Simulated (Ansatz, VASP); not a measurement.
# Li (Li(110)) in two plane-wave programs, part 2 of 2

Wanted: the spread between two codes on one cell, functional and k mesh.

VASP 6.6.1 and Ansatz 0.2.0.

So far: The starting structure; VASP: band structure, r2SCAN.

### 3. Ansatz: band structure, r2SCAN

Level of this step: Ansatz beside VASP: Kohn-Sham DFT, plane waves, r2SCAN (Ansatz).

Ansatz runs on its default PAW (the set named soft_2) files.

The same cell, functional, mesh and smearing now go to Ansatz, which takes its cutoff from its data sets.

Input file input.yaml:

```yaml
crystal:
  lattice:
    - [2.4678026663, -1.745, 0.0]
    - [2.4678026663, 1.745, 0.0]
    - [0.0, 0.0, 32.806815998]
  atoms:
    - { symbol: Li, position: [0.0, 0.0, 0.2743332361] }
    - { symbol: Li, position: [0.5, 0.5, 0.3495554908] }
    - { symbol: Li, position: [0.0, 0.0, 0.4247777454] }
    - { symbol: Li, position: [0.5, 0.5, 0.5] }
    - { symbol: Li, position: [0.0, 0.0, 0.5752222546] }
    - { symbol: Li, position: [0.5, 0.5, 0.6504445092] }
    - { symbol: Li, position: [0.0, 0.0, 0.7256667639] }
hamiltonian:
  xc: r2scan
  pseudopotentials: { kind: paw }
kpoints:
  mp_grid: { grid: [14, 14, 1] }
  band_path:
    path:
      - [0.0, 0.0, 0.0]
      - [0.02885, -0.02885, 0.0]
      - [0.08654, -0.08654, 0.0]
      - [0.14423, -0.14423, 0.0]
      - [0.20192, -0.20192, 0.0]
      - [0.25962, -0.25962, 0.0]
      - [0.31731, -0.31731, 0.0]
      - [0.375, -0.375, 0.0]
      - [0.39423, -0.31731, 0.0]
      - [0.43269, -0.20192, 0.0]
      - [0.45192, -0.14423, 0.0]
      - [0.49038, -0.02885, 0.0]
      - [0.52885, 0.08654, 0.0]
      - [0.56731, 0.20192, 0.0]
      - [0.60577, 0.31731, 0.0]
      - [0.625, 0.375, 0.0]
      - [0.60577, 0.39423, 0.0]
      - [0.58654, 0.41346, 0.0]
      - [0.56731, 0.43269, 0.0]
      - [0.54808, 0.45192, 0.0]
      - [0.53846, 0.46154, 0.0]
      - [0.51923, 0.48077, 0.0]
      - [0.5, 0.5, 0.0]
      - [0.46154, 0.46154, 0.0]
      - [0.38462, 0.38462, 0.0]
      - [0.30769, 0.30769, 0.0]
      - [0.23077, 0.23077, 0.0]
      - [0.15385, 0.15385, 0.0]
      - [0.07692, 0.07692, 0.0]
      - [0.0, 0.0, 0.0]
    npoints: 1
scf:
  occupations: { method: fermi_dirac, width: 0.1 }
  n_extra_bands: 9
efield:
  axis: 3
  dipole_correction: true
  ramp_width: 0.04
output:
  forces: true
  eigenvalues: true
  write_density: true
  write_potential: true
  elf: true
  volumetric_format: npy
```

Started as:

```
ansatz run input.yaml --threads 4 --pin off --max-ram 9216MiB --backend cpu --events-out ev --progress --plain --runs-dir out
```

What it wrote:

```text
scf.n_extra_bands = 9 over 11 filled bands (N_el = 21.0): the run solves 20 bands
Engine: ansatz 0.2.0, aarch64-unknown-linux-gnu
Pseudopotentials: kind: paw
Pseudopotential: Li, paw, valence charge 3, recommended cutoff 500 eV (meta_gga), Li.paw.azcp
Functional definition: r2SCAN
  parameter k0 = 0.174
  parameter k1 = 0.065
  parameter a1 = 4.9479
  exchange = r2scan_x(k0 = k0, k1 = k1, a1 = a1)
  correlation = r2scan_c
Crystal: 7 atoms, lattice volume = 282.553 Å³
Basis set: ecut = 500 eV, 7237 PW (Γ), exchange–correlation on 96×96×960 points (64 copies of the dense FFT grid, shifted against one another)
Bands: 20, of which v1, the nominal top of the filled ones, is band 11 counted from 1 (10 counted from 0)
Symmetry: 4 space group operations
k-points: 57 of 196
Non-local potential: Li, projectors of the file, l = 0: 3, l = 1: 2, l = 2: 1
PAW form: soft (Blöchl's): semilocal exchange-correlation on the pseudo side does not see the compensation charge
PAW one-centre angular grid: Li, 302 points (default); XC on 327 of its mesh's 2665 points in the sphere
Initial density: superposition of atomic densities (neutral atoms: chi_scale 0, normalization atom), corrected by the library's trained network
Initial wavefunctions: pseudopotential atomic-orbital guess
Functional: x = r2scan, c = r2scan; τ floored in thin density (d = 2e-4 eV/Å³)
SCF iter   1: F=—  HF=-1435.441855 eV  |F-HF|=—  |Δ(HF+E_count)|=         —  Δρ=1.72e-3  dr2=5.00e-2  dr2_τ=2.00e-3  ethr=1.77e-3  p=-0.000 e·Å  D=-1.77e-15 V/Å  ΔV_dip=0.00 eV  dr2_dipole=4.50e-12  V_vac-E_F(+/−)=3.17/3.17 eV  ⟨swp⟩=8.0  Hψ=6941  notcnv=0  defer=14
efield: sawtooth ramp at fractional position 0.9800 (placed from the atoms, in the widest stretch of the axis that holds none; the zero of the levels goes with the place), width 0.0400; the density the first Hamiltonian is built on has a dipole p = -0.000 e·Å; the dipole correction subtracts the counter field D = -1.77e-15 V/Å, which shifts the + side's vacuum level by +0.00 eV against the − side's; the planar-averaged density in the ramp window peaks in size at 1.4e-5 e/Å³
preconditioner: auto → LDOS  [metal: Δε(μ)=0.017 eV  Ē_g=4.500 eV  σ=0.100 eV  W_gap=0.04  n_scr=18 (ndim 8)  ℏωp=5.8 eV  f_vac=0.406  D(μ)=3.44/eV (n_scr^D=14)  β→1.0]
SCF iter   2: F=—  HF=-1435.442543 eV  |F-HF|=—  |Δ(HF+E_count)|=   6.88e-4  Δρ=2.91e-4  dr2=9.03e-4  dr2_τ=1.24e-5  ethr=2.38e-4  p=0.000 e·Å  D=8.59e-8 V/Å  ΔV_dip=-0.00 eV  dr2_dipole=1.60e-9  V_vac-E_F(+/−)=3.19/3.19 eV  ⟨swp⟩=3.0  Hψ=2586  notcnv=0  defer=77
SCF iter   3: F=—  HF=-1435.442422 eV  |F-HF|=—  |Δ(HF+E_count)|=   1.21e-4  Δρ=9.57e-5  dr2=1.22e-4  dr2_τ=2.17e-7  ethr=4.30e-6  p=0.000 e·Å  D=1.19e-7 V/Å  ΔV_dip=-0.00 eV  dr2_dipole=1.33e-9  V_vac-E_F(+/−)=3.22/3.22 eV  ⟨swp⟩=2.2  Hψ=1615  notcnv=0  defer=77
SCF iter   4: F=—  HF=-1435.442472 eV  |F-HF|=—  |Δ(HF+E_count)|=   5.03e-5  Δρ=2.45e-5  dr2=1.19e-5  dr2_τ=9.89e-9  ethr=5.81e-7  p=-0.000 e·Å  D=-1.80e-7 V/Å  ΔV_dip=0.00 eV  dr2_dipole=1.94e-10  V_vac-E_F(+/−)=3.24/3.24 eV  ⟨swp⟩=1.8  Hψ=1225  notcnv=0  defer=77
SCF iter   5: F=—  HF=-1435.442484 eV  |F-HF|=—  |Δ(HF+E_count)|=   1.17e-5  Δρ=8.60e-6  dr2=8.01e-7  dr2_τ=1.04e-9  ethr=5.66e-8  p=0.000 e·Å  D=1.95e-9 V/Å  ΔV_dip=-0.00 eV  dr2_dipole=5.33e-12  V_vac-E_F(+/−)=3.25/3.25 eV  ⟨swp⟩=1.8  Hψ=1279  notcnv=0  defer=75
SCF iter   6: F=-1435.442485 eV  HF=-1435.442485 eV  |F-HF|=2.57e-8  |Δ(HF+E_count)|=   7.49e-7  Δρ=1.61e-6  dr2=2.21e-8  dr2_τ=4.00e-11  ethr=4.76e-10  p=0.000 e·Å  D=1.45e-8 V/Å  ΔV_dip=-0.00 eV  dr2_dipole=3.67e-12  V_vac-E_F(+/−)=3.26/3.26 eV  ⟨swp⟩=14.2  Hψ=7747  notcnv=0
SCF 1 converged in 6 iterations: F = -1435.442485 eV  dr2 = 2.21e-8
  Residual-converged pass: ⟨swp⟩=1.0  Hψ=1368  notcnv=0  max |occ|·‖R‖ = 7.0e-9 eV (tolerance 1.0e-8 eV)  dr2=2.21e-8  dr2_τ=4.00e-11  dr2_onsite=2.23e-10  max |Δocc| = 3.4e-11
  greatest PAW one-centre occupation: 0.999 electrons in one spin orbital (limit 2), on the Li atom at site 5 (counted from 0), in its partial waves of l = 0
NSCF: frozen V_eff on 30 k-points
efield: sawtooth ramp at fractional position 0.9800 (kept from the solve that this one continues, or follows in the run), width 0.0400; the density the first Hamiltonian is built on has a dipole p = 0.000 e·Å; the dipole correction subtracts the counter field D = 1.45e-8 V/Å, which shifts the + side's vacuum level by -0.00 eV against the − side's; the planar-averaged density in the ramp window peaks in size at 8.1e-6 e/Å³
WARN: The output density's exchange-correlation potential varies sharply where the density is thin. Do not read a vacuum level from v_tot or v_xc, or from such a field of the output density. On a cell that repeats whose density bears no net charge and no dipole along the vacuum's axis use v_es (v_loc + v_h of the components); under efield.dipole_correction with no amplitude use v_es + v_field, which holds any externa [...]
SCF converged after 6 iterations
Free energy (F): -1435.442485 eV
Harris-Foulkes:  -1435.442485 eV  (|F-HF|=2.57e-8)
Internal energy: -1435.330785 eV  (E = F + TS)
E sigma→0 (E₀):  -1435.386635 eV
Entropy (-TS):   -0.111700 eV (-15.957 meV/atom)
Fermi energy:    -0.958316 eV
Dipole field:    D = -0.000002 V/Å  (p = -0.000003 e·Å, saw-weighted, corrected)
Work function:   Φ+ = 3.2567 eV   Φ− = 3.2567 eV
Levels:          The Fermi level and band energies are counted from a zero that moves with the ramp; work functions are not
--- Per-component energies (eV) ---
  E_band       = -706.523835
  E_kinetic    = 146.985103
  E_local      = -6701.229123  (includes V_loc(G=0)·N_el)
  E_nonlocal   = -233.363244
  E_hartree    = 3140.301229
  E_xc         = -66.303605
  E_vxc        = -94.551597  (∫ρ·V_xc dr)
  E_paw        = -152.695497  (= ΣΔE_a)
  E_vpaw       = -110.793164  (= ΣTr[D̂ρ^β])
  E_aug_tail   = -0.000674  (compensation charges beyond the density's cutoff)
  E_vtau       = 5.815552  (kinetic-family band-sum trace: ∫τ·v_τ [+ j·A + Jᵃ·Aᵃ] dr)
  E_efield     = 0.000000  (sawtooth field / dipole correction)
  E_vefield    = 0.000000  (∫n·V_field dr)
  E_ewald      = 2430.975027
  E_smearing   = -0.111700  (= −TS)
  E_closure    = 0.000000  (closes the sum)
  Σ components = -1435.442485   (vs F -1435.442485, Δ=0.00e0)
--- Forces (eV/Å), atoms counted from 1 ---
  atom   1  Li     0.00000000     0.00000000     0.08302820
  atom   2  Li     0.00000000    -0.00000000    -0.06484958
  atom   3  Li     0.00000000    -0.00000000    -0.01362890
  atom   4  Li     0.00000000    -0.00000000    -0.00000017
  atom   5  Li     0.00000000     0.00000000     0.01362899
  atom   6  Li     0.00000000     0.00000000     0.06485026
  atom   7  Li     0.00000000    -0.00000000    -0.08302845
  max |Σ_I F_I| component: 3.60e-7 eV/Å
--- Band table (eV; the first three rows and the last of 57) ---
  k-point 0: bands = [... 7 lower, -4.7419, -4.5137, -4.1016, -3.4960, -2.7284, -1.8589, -1.0494, -0.6622, ... 5 higher]
  k-point 1: bands = [... 7 lower, -4.6632, -4.4349, -4.0226, -3.4164, -2.6474, -1.7740, -0.9556, -0.5611, ... 5 higher]
  k-point 2: bands = [... 7 lower, -4.4270, -4.1987, -3.7862, -3.1788, -2.4061, -1.5220, -0.6769, -0.2578, ... 5 higher]
  k-point 56: bands = [... 7 lower, -0.5655, -0.2932, 0.1978, 0.9217, 1.8530, 2.3922, 2.5196, 2.7711, ... 5 higher]
```

Elapsed: 37 s, on 4 threads of Arm Neoverse N1, shared host; peak memory 0.81 GiB.

### 4. Differences

Known differences besides the potentials themselves: VASP keeps PBE cores, Ansatz makes them for the functional; the data sets hold 21 valence electrons in Ansatz (default PAW (the set named soft_2) files) and 7 in VASP; the cutoff is 500 eV in Ansatz and 300 eV in VASP (PREC = Normal). Total energies have different zeros and are not compared.

The two programs side by side:

| quantity | Ansatz | VASP | difference |
| --- | --- | --- | --- |
| work function, lower of the two faces (eV) | 3.26 | 3.26 | 0.00 |
| work function, higher of the two faces (eV) | 3.26 | 3.26 | 0.00 |

Forces (eV/Å; atoms numbered as in POSCAR):

| atom | Ansatz x, y, z | VASP x, y, z |
| --- | --- | --- |
| Li1 | 0.000, 0.000, 0.083 | 0.000, 0.000, 0.082 |
| Li2 | 0.000, 0.000, -0.065 | 0.000, 0.000, -0.063 |
| Li3 | 0.000, 0.000, -0.014 | 0.000, 0.000, -0.013 |
| Li4 | 0.000, 0.000, 0.000 | 0.000, 0.000, 0.000 |
| Li5 | 0.000, 0.000, 0.014 | 0.000, 0.000, 0.013 |
| Li6 | 0.000, 0.000, 0.065 | 0.000, 0.000, 0.063 |
| Li7 | 0.000, 0.000, -0.083 | 0.000, 0.000, -0.082 |

The forces differ by 0.8 meV/Å r.m.s., which is 2.5 % of the r.m.s. force of 0.03 eV/Å (both taken over all components). Levels from 3 eV below to 2 eV above the Fermi level differ by 3 meV r.m.s. and 6 meV at most; each VASP level is matched to the nearest of Ansatz, which flatters the figure a little. VASP's log warns that it found no field-free region in the vacuum, so its work functions are uncertain.

### 5. Outcome

```
r.m.s. difference of levels near the Fermi level (band structure, r2SCAN) : 2.7 meV
```

The r.m.s. difference of levels near the Fermi level is 2.7 meV (band structure, r2SCAN), within the 80 meV picked in this series as the mark of a large difference. How closely two codes agree says nothing of how well the functional describes the real material.

[Lines on the potential files, build, host, timing and source positions are cut from VASP's logs without a mark.]

[Logs are printed without paths, hosts, clocks, repeated set-up lines and the standing remarks that a program may print on its own settings, such as how far it seeks lower states.]

[Hosts, paths, dates, database ids (printed as entryN), source tags and the programs' standing remarks are cut or masked in the printed files.]
